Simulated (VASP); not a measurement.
Hf2Pd2Se2Br2O3:

```
Hf Pd Se Br O
1.0
     5.76070    0.00000    0.00000
    -0.52247    5.84720    0.00000
    -1.48845   -0.88663    6.65037
Hf Pd Se Br O
2 2 2 2 3
Direct
  0.74540 0.39602 0.34989
  0.28763 0.45322 0.59401
  0.90854 0.13294 0.84849
  0.25249 0.90323 0.35874
  0.63469 0.40355 0.93716
  0.62597 0.78174 0.53023
  0.85273 0.99089 0.15355
  0.22526 0.82084 0.86223
  0.96040 0.28925 0.59026
  0.43233 0.24524 0.40864
  0.07457 0.58308 0.36682
```

The cell was built by a generator and needn't be a form met in nature.

| Property | Result |
| --- | --- |
| Program | VASP 6.6.1 |
| Task | relaxation of cell and atoms |
| Functional | BLYP |
| Potentials or basis | VASP PAW PBE potentials, release 64 (Hf_pv, Pd, Se, Br, O) |
| Cutoff | 600 eV |
| k mesh | 5 × 5 × 4 |
| Occupations | fermi-dirac, width 0.05 eV |
| Spin | no spin polarisation |

At the start: pressure 3.9 GPa; volume 20.36 Å³/atom.

How do energy, volume and symmetry change on relaxing?

Over 16 steps the energy falls by 13.4 meV/atom and the volume is 21.49 Å³/atom (+5.5 %); space group P1 (No. 1, to 0.05 Å).

Step by step:
```csv
step,energy change (eV),largest force (eV/Å),pressure (GPa),volume (Å³)
1,0.0000,0.2870,3.89,224.01
2,-0.0345,0.9363,-2.85,240.40
3,-0.1080,0.4969,-0.05,232.75
4,-0.1354,0.1722,0.07,234.64
5,-0.1357,0.2109,0.08,234.85
6,-0.1407,0.1204,0.00,235.55
7,-0.1408,0.1472,-0.02,235.64
8,-0.1434,0.0620,0.02,235.84
9,-0.1440,0.0838,0.04,236.00
10,-0.1454,0.0570,-0.08,236.32
11,-0.1457,0.0535,-0.14,236.48
12,-0.1464,0.0572,0.12,236.06
13,-0.1464,0.0476,0.08,236.12
14,-0.1468,0.0272,0.01,236.26
15,-0.1469,0.0284,0.00,236.33
16,-0.1471,0.0196,0.00,236.35
```

Final structure:
```xyz
11
Lattice="5.8309 -0.0159 -0.0012 -0.5449 5.9867 -0.0101 -1.5055 -0.9151 6.7743" Properties=species:S:1:pos:R:3 pbc="T T T"
Hf    3.6102    2.0236    2.3874
Hf    0.5321    2.1746    4.0051
Pd    3.9334    0.0278    5.7295
Pd    0.4515    5.0712    2.4046
Se    2.0457    1.5439    6.3576
Se    2.4258    4.1617    3.5602
Br    4.2055    5.8081    1.0242
Br   -0.4254    4.0795    5.8172
O     4.5623    1.1943    3.9862
O     1.7832    1.1093    2.7998
O    -0.4415    3.1401    2.5063
```

Caveat: the PAW data sets were made with another functional, which shifts forces and pressure a little.
